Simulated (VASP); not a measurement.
Data:

```yaml
crystal:
  lattice:
    - [-1.81479, 1.81479, 4.44177]
    - [1.81479, -1.81479, 4.44177]
    - [1.81479, 1.81479, -4.44177]
  atoms:
    - { symbol: Hf, position: [0.00000, 0.00000, 0.00000] }
    - { symbol: Au, position: [0.33530, 0.33530, 0.00000] }
    - { symbol: Au, position: [0.66470, 0.66470, 0.00000] }
```

Computed with LDA (Ceperley-Alder, Perdew-Zunger), VASP's LDA PAW potentials (set 64) (plane waves; VASP). Settings: 300 eV cut-off, 7×7×7 Γ-centred mesh, Gaussian smearing of 0.10 eV, potentials Hf_pv Au.

### Question
Give the energies of bands 6 to 19 at the high-symmetry points, in eV from the Fermi level.

### Answer

| band | Γ | X | P | N | M | S | R |
|---|---|---|---|---|---|---|---|
| 6 | -5.76 | -5.97 | -6.01 | -6.31 | -6.95 | -6.57 | -5.98 |
| 7 | -5.75 | -5.58 | -6.01 | -6.04 | -6.74 | -6.17 | -5.77 |
| 8 | -5.58 | -5.50 | -5.26 | -5.96 | -5.63 | -6.04 | -5.63 |
| 9 | -5.29 | -5.46 | -5.01 | -5.76 | -5.63 | -5.70 | -5.37 |
| 10 | -5.03 | -4.88 | -5.01 | -4.85 | -5.45 | -4.36 | -4.93 |
| 11 | -5.03 | -4.20 | -4.25 | -4.69 | -4.52 | -4.20 | -4.49 |
| 12 | -4.97 | -4.14 | -4.20 | -4.45 | -4.43 | -4.06 | -4.19 |
| 13 | -4.97 | -4.12 | -4.12 | -3.90 | -4.43 | -3.79 | -4.07 |
| 14 | -3.91 | -3.69 | -3.60 | -3.77 | -4.34 | -3.55 | -3.73 |
| 15 | -2.17 | -2.29 | -2.05 | -3.16 | -3.48 | -3.18 | -2.83 |
| 16 | 0.08 | -1.51 | -2.05 | -0.43 | -0.03 | -2.92 | -1.22 |
| 17 | 0.37 | 0.52 | -0.34 | -0.31 | 1.99 | 0.54 | 0.60 |
| 18 | 0.37 | 0.62 | 2.27 | 1.04 | 1.99 | 1.10 | 1.11 |
| 19 | 1.32 | 1.04 | 2.27 | 1.34 | 1.99 | 1.16 | 1.54 |

It has no gap at this level: it comes out as a metal or semimetal.

The structure was generated: HfAu2 was put into an ordered model structure, which need not be its known phase. The cell was not relaxed at this level. The k-mesh is coarse (spacing up to 0.35 per Å, 2π included), so the numbers may not be converged in it.
